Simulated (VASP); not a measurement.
Crystal: TiN (Osbornite).

```
Ti N
1.0
     0.00000    2.11900    2.11900
     2.11900    0.00000    2.11900
     2.11900    2.11900    0.00000
Ti N
1 1
Direct
  0.00000 0.00000 0.00000
  0.50000 0.50000 0.50000
```

Base run:

* Program: VASP 6.6.1
* Functional: r2SCAN
* Potentials or basis: VASP PAW PBE potentials, release 64 (Ti_sv, N)
* Cutoff: 520 eV
* k mesh: 12 × 12 × 12
* Occupations: fermi-dirac, width 0.05 eV
* Spin: collinear spin, ferromagnetic start
* Starting moments: [1.0, 0.0] μB

Its results: band gap on the k mesh none (metal or under the smearing width); pressure 0.4 GPa; net moment 0.00 μB per cell.

Task: The run is repeated on the same cell with these changes: functional from r2SCAN to PBEsol. What comes out?

Result: Band gap on the k mesh none (metal or under the smearing width); pressure -6.5 GPa; net moment 0.00 μB per cell.

Caveats: the PAW data sets were made with another functional, which shifts forces and pressure a little.

Not every run made on this cell is shown here.
